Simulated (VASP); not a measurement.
# RuF2 (R-3m) in VASP: further runs, part 3 of 3

VASP 6.6.1. Earlier steps stand in the parts before.

### Step 6. Single point, r2SCAN+U, collinear spin, ferromagnetic start

Input file INCAR:

```
PREC = Accurate ; ENCUT = 520
EDIFF = 1E-7 ; ISMEAR = 0
SIGMA = 0.05 ; LREAL = False
LASPH = True ; NELM = 60
ALGO = Normal ; ISIF = 2
LWAVE = False ; LCHARG = False
ISPIN = 2 ; MAGMOM = 1 0 0
LORBIT = 11 ; LMAXMIX = 4
LDAU = True ; LDAUTYPE = 2
LDAUL = 2 -1 ; LDAUU = 5 0
LDAUJ = 0 0 ; LDAUPRINT = 1
METAGGA = R2SCAN ; LMIXTAU = True
```

Input file KPOINTS:

```
Automatic mesh
0
Gamma
  7 7 7
```

Input file POSCAR:

```
RuF2
1.0
    1.4766179400      0.8525257600      4.4643721500
   -1.4766179400      0.8525257600      4.4643721500
    0.0000000000     -1.7050515300      4.4643721500
Ru F
1 2
Direct
    0.0000000000      0.0000000000      0.0000000000
    0.2520000000      0.2520000000      0.2520000000
    0.7480000000      0.7480000000      0.7480000000
```

Potentials or basis: VASP PAW PBE potentials, release 64 (Ru_pv, F).

The run is started by

```
$ cat potpaw_PBE.64/Ru_pv/POTCAR potpaw_PBE.64/F/POTCAR > POTCAR
$ mpirun -np 1 vasp_std > vasp.out
```

OUTCAR:

```text
PREC = Accurate
   ENCUT = 520
   EDIFF = 1E-7
   ISMEAR = 0
   LREAL = False
   LASPH = True
   NELM = 60
   ISIF = 2
   ISPIN = 2
   LORBIT = 11
   METAGGA = R2SCAN

 ion  position               nearest neighbor table
   1  0.000  0.000  0.000-   3 2.02   2 2.02   3 2.02   3 2.02   2 2.02   2 2.02
   2  0.252  0.252  0.252-   1 2.02   1 2.02   1 2.02
   3  0.748  0.748  0.748-   1 2.02   1 2.02   1 2.02

  LATTYP: Found a trigonal (rhomboedric) cell.
 ALAT       =     4.7788931151
 COS(alpha) =     0.8090535270

  Lattice vectors:

 A1 = (   1.4766179400,   0.8525257600,   4.4643721500)
 A2 = (  -1.4766179400,   0.8525257600,   4.4643721500)
 A3 = (   0.0000000000,  -1.7050515300,   4.4643721500)

Analysis of symmetry for initial positions (statically):
[... 253 lines left out ...]
      5     -20.5037      1.00000
      6      -3.7365      1.00000
[... 1049 lines left out ...]
     18      15.5497      0.00000
     19      16.8102      0.00000

 [... further k-points ...]

------------------------ aborting loop because EDIFF is reached ----------------------------------------

  FORCE on cell =-STRESS in cart. coord.  units (eV):
  Direction    XX          YY          ZZ          XY          YZ          ZX
  --------------------------------------------------------------------------------------
  -------------------------------------------------------------------------------------
  Total        8.9015168      8.9015168      4.6885763      0.0000000     -0.0000000      0.0000000
  in kB      422.9483220    422.9483202    222.7738861      0.0000000     -0.0000002      0.0000000
  external PRESSURE =     356.2235094 kB  Pullay stress =       0.0000000 kB

 VOLUME and BASIS-vectors are now :
 -----------------------------------------------------------------------------
  energy-cutoff  :      520.00
  volume of cell :       33.72
      direct lattice vectors                 reciprocal lattice vectors
     1.476617940  0.852525760  4.464372150     0.338611625  0.195497513  0.074665221
    -1.476617940  0.852525760  4.464372150    -0.338611625  0.195497513  0.074665221
     0.000000000 -1.705051530  4.464372150     0.000000000 -0.390995026  0.074665221

 POSITION                                       TOTAL-FORCE (eV/Angst)
 -----------------------------------------------------------------------------------
      0.00000      0.00000      0.00000         0.000000      0.000000      0.000000
      0.00000     -0.00000      3.37507         0.000000      0.000000     -2.059441
      0.00000     -0.00000     10.01805         0.000000     -0.000000      2.059441
 -----------------------------------------------------------------------------------
    total drift:                               -0.000000      0.000000     -0.000000

  FREE ENERGIE OF THE ION-ELECTRON SYSTEM (eV)
  ---------------------------------------------------
  free  energy   TOTEN  =       -31.8077366485 eV

  energy  without entropy=      -31.8077366485  energy(sigma->0) =      -31.80773665

 total charge

# of ion       s       p       d       tot
------------------------------------------
    1        0.216   6.198   6.166  12.579
    2        1.741   4.428   0.000   6.169
    3        1.741   4.428   0.000   6.169
--------------------------------------------------
tot          3.699  15.054   6.166  24.918

 magnetization (x)

# of ion       s       p       d       tot
------------------------------------------
    1        0.000  -0.000  -0.000  -0.000
    2        0.000   0.000   0.000   0.000
    3        0.000   0.000   0.000   0.000
--------------------------------------------------
tot          0.000   0.000  -0.000   0.000
```

stdout:

```text
POSCAR found type information on POSCAR RuF
 POSCAR found :  2 types and       3 ions
 scaLAPACK will be used
 -----------------------------------------------------------------------------
|                                                                             |
|                                                                             |
|     You enforced a specific xc type in the INCAR file but a different       |
|     I HOPE YOU KNOW WHAT YOU ARE DOING!                                     |
|                                                                             |
 -----------------------------------------------------------------------------

 LDA part: xc-table for (None), standard interpolation
 POSCAR, INCAR and KPOINTS ok, starting setup
 FFT: planning ... GRIDC
 FFT: planning ... GRID_SOFT
 FFT: planning ... GRID
 WAVECAR not read
 entering main loop
```

Wall time 7.2 min (1 thread of AMD EPYC 9R45 (Zen 5), shared host); peak memory 0.26 GiB.

What came out:

* Free energy: -31.8077 eV
* Pressure: 35.6 GPa
* Largest force: 2.059 eV/Å
* Band gap on the k mesh: 4.37 eV, indirect (least direct gap 4.61 eV)
* Net moment: 0.00 μB per cell
* Valence electrons inside the program's atomic spheres: Ru 12.58; F 6.17

Forces on the atoms (eV/Å):
```
Ru   0.000  0.000  0.000
F    0.000  0.000 -2.059
F    0.000  0.000  2.059
```

Eigenvalues of the final occupation matrices:
| site | spin | trace | eigenvalues |
| --- | --- | --- | --- |
| site 1 d | 1 | 3.11 | 0.17 0.17 0.92 0.92 0.92 |
| site 1 d | 2 | 3.11 | 0.17 0.17 0.92 0.92 0.92 |

Caveat: a pressure of tens of GPa on the cell as given is suspect, and the run, the potentials or the cell itself is likely at fault; the PAW data sets were made with another functional, which shifts forces and pressure a little; an odd mesh through Γ misses points on the zone boundary, where band edges often lie.

### Step 7. The runs side by side

| level | spin | U | fixed moment (μB) | gap on the mesh (eV) | pressure (GPa) | moment (μB) | largest force (eV/Å) |
| --- | --- | --- | --- | --- | --- | --- | --- |
| PBEsol+U | collinear, ferromagnetic start | Ru d U = 8 eV | - | 4.67 | 32.9 | 0.00 | 1.86 |
| PBEsol+U | collinear, zero start | Ru d U = 8 eV | - | 4.67 | 32.9 | 0.00 | 1.86 |
| PBEsol+U | collinear, random start | Ru d U = 8 eV | - | 4.67 | 32.9 | 0.00 | 1.86 |
| PBEsol+U | collinear, ferromagnetic start | Ru d U = 8 eV | 0 | - | 32.9 | 0.00 | 1.86 |
| r2SCAN+U | collinear, ferromagnetic start | Ru d U = 5 eV | - | 4.37 | 35.6 | 0.00 | 2.06 |

Alike in all rows: task single point; potentials or basis VASP PAW PBE potentials, release 64 (Ru_pv, F); cell as given; k mesh 7 × 7 × 7; cutoff (eV) 520; smearing gaussian 0.05 eV.

On the cell as given the gap runs from 4.37 eV (r2SCAN+U) to 4.67 eV (PBEsol+U). The pressure there spans 32.9 GPa (PBEsol+U) to 35.6 GPa (r2SCAN+U); a positive pressure means that this level wants a larger cell, a negative one a smaller.

Caveats: a pressure of tens of GPa on the cell as given is suspect, and the run, the potentials or the cell itself is likely at fault; the PAW data sets were made with another functional, which shifts forces and pressure a little; an odd mesh through Γ misses points on the zone boundary, where band edges often lie (some runs); the total moment is fixed, so each spin has its own Fermi level (some runs).

Absolute energies hang on the potentials; compare differences alone.
